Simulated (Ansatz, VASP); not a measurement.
# Sr3BiN in two plane-wave programs

One calculation is typed for both programs; each brings its own data sets. How far apart do they land? The cell is taken from a series of runs on this material, whose earlier steps may have relaxed, scaled, displaced or heated it; both programs get it as it stands.

Calculated with Ansatz 0.2.0; plane waves, with VASP 6.6.1 beside it; G0W0 gap at LDA.

**1. Starting point**

Symmetry: Pm-3m, No. 221, cubic system. Conventional cell: a = 5.235 Å, b = 5.235 Å, c = 5.235 Å, α = 90.00°, β = 90.00°, γ = 90.00°. Nearest to Sr lie 2 N at 2.62 Å. Bi has 12 Sr at 3.70 Å nearest. N has 6 Sr at 2.62 Å nearest. Farther neighbours and most contacts between anions are not listed.

Structure file:

```cif
data_structure
_symmetry_space_group_name_H-M 'P 1'
_symmetry_Int_Tables_number 1
_cell_length_a 5.2349
_cell_length_b 5.2349
_cell_length_c 5.2349
_cell_angle_alpha 90.000
_cell_angle_beta 90.000
_cell_angle_gamma 90.000
_cell_volume 143.46
loop_
_atom_site_label
_atom_site_type_symbol
_atom_site_fract_x
_atom_site_fract_y
_atom_site_fract_z
_atom_site_occupancy
Sr1 Sr 0.50000 0.50000 0.00000 1
Sr2 Sr 0.00000 0.50000 0.50000 1
Sr3 Sr 0.50000 0.00000 0.50000 1
Bi4 Bi 0.00000 0.00000 0.00000 1
N5 N 0.50000 0.50000 0.50000 1
```

**2. Ansatz: G0W0 gap, LDA**

Ansatz runs on its default PAW (the set named soft_2) files.

Quasiparticle shifts depend on high empty states and on the cores, so they are the hardest test of two PAW sets.

File input.yaml:

```yaml
crystal:
  lattice:
    - [5.23493993, 0.0, 0.0]
    - [0.0, 5.23493993, 0.0]
    - [0.0, 0.0, 5.23493993]
  atoms:
    - { symbol: Sr, position: [0.5, 0.5, 0.0] }
    - { symbol: Sr, position: [0.0, 0.5, 0.5] }
    - { symbol: Sr, position: [0.5, 0.0, 0.5] }
    - { symbol: Bi, position: [0.0, 0.0, 0.0] }
    - { symbol: "N", position: [0.5, 0.5, 0.5] }
kpoints:
  mp_grid: { grid: [2, 2, 2] }
hamiltonian:
  xc: lda
scf:
  occupations: { method: fixed }
gw:
  n_empty_bands: 174
  ecut_chi: 141.5
  qp_bands: [v2, c2]
  qp_kpoints: [[0.0, 0.0, 0.0]]
  screening: { model: contour_deformation }
```

On the command line:

```sh
ansatz run input.yaml --threads 8 --pin off --max-ram 18432MiB --backend cpu --events-out ev --progress --plain --runs-dir out
```

Numbers of over 12 decimals in the logs are rounded to 6 here.

The program printed:

```text
Engine: ansatz 0.2.0, aarch64-unknown-linux-gnu
Pseudopotentials: kind: paw
Pseudopotential: Sr, paw, valence charge 10, recommended cutoff 420 eV (normal), Sr.paw.azcp
Pseudopotential: Bi, paw, valence charge 15, recommended cutoff 420 eV (normal), Bi.paw.azcp
Pseudopotential: N, paw, valence charge 5, recommended cutoff 420 eV (normal), N.paw.azcp
Functional definition: SPW92
  exchange = slater_x
  correlation = pw_c
Crystal: 5 atoms, lattice volume = 143.461 Å³
Basis set: ecut = 420 eV, 2801 PW (Γ)
Bands: 30, of which v1, the nominal top of the filled ones, is band 25 counted from 1 (24 counted from 0)
Symmetry: 48 space group operations
Space group: Pm-3m (ITA 221), of the structure as read, at distance tolerance 5.2e-5 Å
k-points: 4 of 8
Non-local potential: Sr, projectors of the file, l = 0: 3, l = 1: 2, l = 2: 2
Non-local potential: Bi, projectors of the file, l = 0: 2, l = 1: 2, l = 2: 2, l = 3: 2
Non-local potential: N, projectors of the file, l = 0: 2, l = 1: 2, l = 2: 1
PAW form: soft (Blöchl's): semilocal exchange-correlation on the pseudo side does not see the compensation charge
PAW frozen core: Sr, regenerated for the run's functional, and the local potential with it (the file was generated under x = pbe(κ = 0.804, μ = 0.219515), c = pbe(β = 0.066725))
PAW frozen core: Bi, regenerated for the run's functional, and the local potential with it (the file was generated under x = pbe(κ = 0.804, μ = 0.219515), c = pbe(β = 0.066725))
PAW frozen core: N, regenerated for the run's functional, and the local potential with it (the file was generated under x = pbe(κ = 0.804, μ = 0.219515), c = pbe(β = 0.066725))
PAW one-centre angular grid: Sr, 110 points (default); XC on 64 Gauss nodes
PAW one-centre angular grid: Bi, 590 points (default); XC on 64 Gauss nodes
PAW one-centre angular grid: N, 110 points (default); XC on 64 Gauss nodes
Initial density: superposition of atomic densities (neutral atoms: chi_scale 0, normalization atom), corrected by the library's trained network
Initial wavefunctions: pseudopotential atomic-orbital guess
Functional: x = slater, c = lda
SCF iter   1: F=—  HF=-22796.857283 eV  |F-HF|=—  |Δ(HF+E_count)|=         —  Δρ=5.49e-3  dr2=4.59e-2  ethr=1.77e-3  ⟨swp⟩=5.0  Hψ=479  notcnv=0  defer=9
preconditioner: auto → Resta (q_TF=auto, 2.289 Å⁻¹)  ε∞=2.9  [insulator: Δε(μ)=0.127 eV  Ē_g=12.980 eV  n_scr=26 (ndim 8)  ℏωp=18.1 eV  f_vac=0.000  ε∞_Penn≈2.9]
SCF iter   2: F=—  HF=-22796.848649 eV  |F-HF|=—  |Δ(HF+E_count)|=   8.63e-3  Δρ=2.82e-3  dr2=1.13e-2  ethr=9.18e-5  ⟨swp⟩=3.0  Hψ=230  notcnv=0  defer=10
SCF iter   3: F=—  HF=-22796.847060 eV  |F-HF|=—  |Δ(HF+E_count)|=   1.59e-3  Δρ=1.78e-3  dr2=5.21e-3  ethr=2.25e-5  ⟨swp⟩=2.5  Hψ=160  notcnv=0  defer=10
SCF iter   4: F=—  HF=-22796.846237 eV  |F-HF|=—  |Δ(HF+E_count)|=   8.23e-4  Δρ=3.04e-4  dr2=2.24e-4  ethr=1.04e-5  ⟨swp⟩=2.2  Hψ=158  notcnv=0  defer=10
SCF iter   5: F=—  HF=-22796.846241 eV  |F-HF|=—  |Δ(HF+E_count)|=   3.83e-6  Δρ=9.65e-5  dr2=2.38e-5  ethr=4.47e-7  ⟨swp⟩=2.5  Hψ=176  notcnv=0  defer=9
SCF iter   6: F=—  HF=-22796.846239 eV  |F-HF|=—  |Δ(HF+E_count)|=   2.06e-6  Δρ=3.17e-5  dr2=1.01e-6  ethr=4.75e-8  ⟨swp⟩=2.0  Hψ=167  notcnv=0  defer=6
SCF iter   7: F=-22796.846239 eV  HF=-22796.846239 eV  |F-HF|=1.18e-8  |Δ(HF+E_count)|=   2.59e-7  Δρ=4.97e-6  dr2=2.57e-8  ethr=2.00e-10  ⟨swp⟩=10.5  Hψ=624  notcnv=0
SCF 1 converged in 7 iterations: F = -22796.846239 eV  dr2 = 2.57e-8
  greatest PAW one-centre occupation: 0.986 electrons in one spin orbital (limit 2), on the Sr atom at site 1 (counted from 0), in its partial waves of l = 0
NSCF: frozen V_eff on 4 k-points
G₀W₀ screening: q 1/4
[... further progress lines ...]
SCF converged after 7 iterations
Free energy (F): -22796.846239 eV
Harris-Foulkes:  -22796.846239 eV  (|F-HF|=1.18e-8)
Internal energy: -22796.846239 eV  (E = F + TS)
E sigma→0 (E₀):  -22796.846239 eV
Fermi energy:    8.536650 eV
--- Per-component energies (eV) ---
  E_band       = -369.472090
  E_kinetic    = 1171.866021
  E_local      = -3689.256716  (includes V_loc(G=0)·N_el)
  E_nonlocal   = 1225.736965
  E_hartree    = 1033.947378
  E_xc         = -724.573297
  E_vxc        = -706.140315  (∫ρ·V_xc dr)
  E_paw        = -18262.516892  (= ΣΔE_a)
  E_vpaw       = -439.572370  (= ΣTr[D̂ρ^β])
  E_aug_tail   = -0.000445  (compensation charges beyond the density's cutoff)
  E_ewald      = -3553.006817
  E_core_change = 0.957565  (= ΣΔE_core)
  E_smearing   = -0.000000  (= −TS)
  E_closure    = -0.000000  (closes the sum)
  Σ components = -22796.846239   (vs F -22796.846239, Δ=0.00e0)
--- Band table (eV) ---
  k-point 0: bands = [... 21 lower, 7.6214, 8.5366, 8.5366, 8.5366, 8.6825, 8.6825, 8.7558, 9.7274, ... 1 higher]
  k-point 1: bands = [... 21 lower, 7.3241, 7.3241, 7.8463, 7.8463, 9.9053, 10.0570, 10.2593, 11.1983, ... 1 higher]
  k-point 2: bands = [... 21 lower, 7.0525, 7.0525, 7.0661, 7.5661, 10.4264, 11.2343, 11.2343, 11.2654, ... 1 higher]
  k-point 3: bands = [... 21 lower, 6.0891, 7.0085, 7.0085, 7.0085, 10.2626, 10.2626, 10.2626, 11.2466, ... 1 higher]
--- G₀W₀: contour deformation, 8 samples at zero and on the imaginary axis and 0 off it, 8 q-points, 174 empty bands' worth ---
  eigenvalues of the whole cell's RPA ε∞ on this k-mesh (on a slab, of 1 + 4πα/V) = 2357.4950, 2357.4950, 2357.4950; static W/v taken at q = 0 is 0.000424
  bands read: the sum over 199 bands ends inside a degenerate multiplet in 1 slot, whose members it reads at an even weight; the widest, k=3: bands 199 to 201 (counted from 1) at 1/3 each
    ik  band        ε_KS         Σx   Σc(E_QP)       V_xc       Z   E_QP_lin       E_QP  E_QP is
     0    24      8.5366   -18.0423     2.7475   -15.4644  0.7177     8.7057     8.7063  root
     0    25      8.5366   -18.0423     2.7475   -15.4644  0.7177     8.7057     8.7063  root
     0    26      8.6825    -4.8459    -4.1694    -9.3837  0.7672     9.0534     9.0508  root
     0    27      8.6825    -4.8459    -4.1694    -9.3837  0.7672     9.0534     9.0508  root
```

**3. VASP: G0W0 gap, LDA**

The same cell, functional (in two slightly different forms) and mesh now go to VASP, with its own data sets.

Lines of VASP's logs that name or quote its potential files are left out, and so is its time.

The run reads the wave functions of an earlier VASP run, which isn't shown here.

File INCAR:

```
SYSTEM = Sr3BiN
PREC = Accurate
ENCUT = 450
ISMEAR = 0
SIGMA = 0.01
LREAL = .FALSE.
GGA = CA
NBANDS = 200
ALGO = EVGW0
NELMGW = 1
ENCUTGW = 141.5
NOMEGA = 64
PRECFOCK = Fast
NBANDSGW = 34
LWAVE = .FALSE.
LCHARG = .FALSE.
```

File POSCAR:

```
Sr3BiN
1.0
    5.2349399300      0.0000000000      0.0000000000
    0.0000000000      5.2349399300      0.0000000000
    0.0000000000      0.0000000000      5.2349399300
Sr Bi N
3 1 1
Direct
    0.5000000000      0.5000000000      0.0000000000
    0.0000000000      0.5000000000      0.5000000000
    0.5000000000      0.0000000000      0.5000000000
    0.0000000000      0.0000000000      0.0000000000
    0.5000000000      0.5000000000      0.5000000000
```

File KPOINTS:

```
Automatic mesh
0
Gamma
2 2 2
0 0 0
```

PAW data sets: Sr_sv_GW, Bi_d_GW and N_GW (LDA family, release 64).

On the command line:

```sh
export OMP_NUM_THREADS=3
mpirun -np 1 vasp_std
```

The program printed:

```text
[banner, memory and clock lines left out]
running    1 mpi-ranks, on    1 nodes
 distrk:  each k-point on    1 cores,    1 groups
 distr:  one band on    1 cores,    1 groups
 Offloading initialized ...    1 GPUs detected
 POSCAR found type information on POSCAR SrBiN
 POSCAR found :  3 types and       5 ions
|                                                                             |
|           W    W    AA    RRRRR   N    N  II  N    N   GGGG   !!!           |
|           W    W   A  A   R    R  NN   N  II  NN   N  G    G  !!!           |
|           W    W  A    A  R    R  N N  N  II  N N  N  G       !!!           |
|           W WW W  AAAAAA  RRRRR   N  N N  II  N  N N  G  GGG   !            |
|           WW  WW  A    A  R   R   N   NN  II  N   NN  G    G                |
|           W    W  A    A  R    R  N    N  II  N    N   GGGG   !!!           |
|                                                                             |
|     The default for ENCUTGWSOFT is different in this version of VASP.       |
|     please manually set ENCUTGWSOFT =141.5 in the INCAR file.               |
|                                                                             |

 LDA part: xc-table for (Slater(with rela. corr.)+CA(PZ))
 , standard interpolation
 found WAVECAR, reading the header
 POSCAR, INCAR and KPOINTS ok, starting setup
 FFT: planning ... GRIDC
 FFT: planning ... GRID_SOFT
 FFT: planning ... GRID
 reading WAVECAR
 the WAVECAR file was read successfully
 initial charge from wavefunction
 available memory per node:   1669.14 GB, setting MAXMEM to   1709199

 The Fermi energy was updated, please check that it is located mid-gap
 values below the HOMO (VB) or above the LUMO (CB) will cause erroneous energies
 E-fermi :   3.9350

 calculate exact exchange contribution
 the WAVEDER file was read successfully
|                                                                             |
|           W    W    AA    RRRRR   N    N  II  N    N   GGGG   !!!           |
|           W    W   A  A   R    R  NN   N  II  NN   N  G    G  !!!           |
|           W    W  A    A  R    R  N N  N  II  N N  N  G       !!!           |
|           W WW W  AAAAAA  RRRRR   N  N N  II  N  N N  G  GGG   !            |
|           WW  WW  A    A  R   R   N   NN  II  N   NN  G    G                |
|           W    W  A    A  R    R  N    N  II  N    N   GGGG   !!!           |
|                                                                             |
|     Automatic setting of frequency mesh for GW failed. Frequency mesh       |
|     properly not suitable for determining QP energies. Consider             |
|     increasing number of kpoints.                                           |
|                                                                             |

energies w=
    0.000    0.000    1.603    0.000    3.202    0.000    4.794    0.000
    6.377    0.000    7.948    0.000    9.504    0.000   11.044    0.000
   12.565    0.000   14.068    0.000   15.550    0.000   17.014    0.000
   18.457    0.000   19.882    0.000   21.290    0.000   22.681    0.000
   24.056    0.000   25.419    0.000   26.770    0.000   28.112    0.000
   29.447    0.000   30.777    0.000   32.106    0.000   33.434    0.000
   34.767    0.000   36.106    0.000   37.454    0.000   38.815    0.000
   40.193    0.000   41.590    0.000   43.012    0.000   44.463    0.000
   45.946    0.000   47.469    0.000   49.035    0.000   50.652    0.000
   52.326    0.000   54.065    0.000   55.878    0.000   57.775    0.000
   59.767    0.000   61.866    0.000   64.087    0.000   66.447    0.000
   68.966    0.000   71.667    0.000   74.577    0.000   77.729    0.000
   81.160    0.000   84.919    0.000   89.061    0.000   93.658    0.000
   98.796    0.000  104.586    0.000  111.168    0.000  118.725    0.000
  127.500    0.000  137.816    0.000  150.126    0.000  165.068    0.000
  183.585    0.000  207.121    0.000  238.008    0.000  280.278    0.000
 responsefunction array rank=     554
 LDA part: xc-table for (Slater(with rela. corr.)+CA(PZ))
 , standard interpolation

 min. memory requirement per mpi rank    819.8 MB, per node    819.8 MB

 allocating  64 responsefunctions rank=   554
 shmem allocating  64 responsefunctions rank=   554
 response function shared by NCSHMEM nodes    1
 Doing            64  frequencies on each core in blocks of            64
NQ=   1    0.0000    0.0000    0.0000,
|.........|.........|.........|.........|.........|.........|.........|.........
 performed        126000 updates of chi_q(r,r)
 total number of BLAS operations        269.01 Gflops
NQ=   2    0.5000    0.0000    0.0000,
|.........|.........|.........|.........|.........|.........|.........|.........
 performed        307000 updates of chi_q(r,r)
 total number of BLAS operations        713.88 Gflops
NQ=   3    0.5000    0.5000    0.0000,
|.........|.........|.........|.........|.........|.........|.........|.........
 performed        488000 updates of chi_q(r,r)
 total number of BLAS operations       1155.54 Gflops
NQ=   4    0.5000    0.5000    0.5000,
|.........|.........|.........|.........|.........|.........|.........|.........
 performed        614000 updates of chi_q(r,r)
 total number of BLAS operations       1464.59 Gflops
 resolving degeneracies of screened two electron integrals

 calculate QP shifts <psi_nk| G(iteration)W_0 |psi_nk>: iteration 1
 entering main loop
```

(Part 1 of 2 ends here.)

[Lines on the potential files, build, host, timing and source positions are cut from VASP's logs without a mark.]

[Logs are printed without paths, hosts, clocks, repeated set-up lines and the standing remarks that a program may print on its own settings, such as how far it seeks lower states.]

[Hosts, paths, dates, database ids (printed as entryN), source tags and the programs' standing remarks are cut or masked in the printed files.]
